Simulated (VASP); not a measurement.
Data:

```xyz
5
Lattice="-1.8948 5.6829 2.7216 1.8948 -5.6829 2.7216 1.8948 5.6829 -2.7216" Properties=species:S:1:pos:R:3 pbc="T T T"
Ga     0.0000     7.5040     0.0531
Ga     0.0000     3.8618     0.0531
Se     0.0000     1.7506     1.2355
Se     1.8948     3.9323    -1.4861
Se     0.0000     5.6829     1.5052
```

Method: LDA (Ceperley-Alder, Perdew-Zunger), VASP's LDA PAW potentials (set 64) (plane waves; VASP). Numerical set-up: 400 eV cut-off, Gaussian smearing of 0.050 eV, potentials Ga_d Se.

**Question.** Give the energies of bands 14 to 25 at the high-symmetry points, in eV from the valence-band maximum.

**Answer.** 
```csv
band,Γ,X,F0,Λ0,R,W,S,T
14,-7.49,-7.18,-7.19,-6.75,-7.54,-7.51,-7.35,-7.51
15,-5.54,-5.46,-7.07,-6.49,-7.42,-7.49,-6.00,-6.89
16,-5.06,-3.73,-4.70,-4.23,-4.71,-4.97,-4.05,-4.47
17,-4.55,-3.49,-3.91,-2.94,-4.70,-4.34,-2.88,-4.16
18,-3.04,-3.38,-3.54,-2.91,-4.09,-4.10,-2.70,-3.68
19,-2.31,-2.61,-3.43,-2.25,-3.60,-3.02,-2.48,-3.11
20,-0.96,-2.38,-2.95,-1.87,-2.25,-2.93,-2.26,-3.04
21,-0.93,-1.86,-2.18,-1.70,-1.73,-1.93,-1.92,-2.36
22,-0.11,0.00,-1.95,-0.35,-1.21,-1.27,-0.47,-2.22
23,0.49,1.20,1.25,0.85,1.09,1.81,0.90,1.25
24,2.05,1.50,1.85,1.35,2.73,2.44,2.12,1.51
25,3.28,1.94,2.05,2.27,3.63,3.88,3.27,2.80
```

The gap is indirect, 0.49 eV, from the valence maximum at X to the conduction minimum at Γ.

The structure comes from a computed database's Ga2Se3 entry (Imm2); how it stands against other phases isn't given here. It was relaxed first, which changed the volume by -7 %.
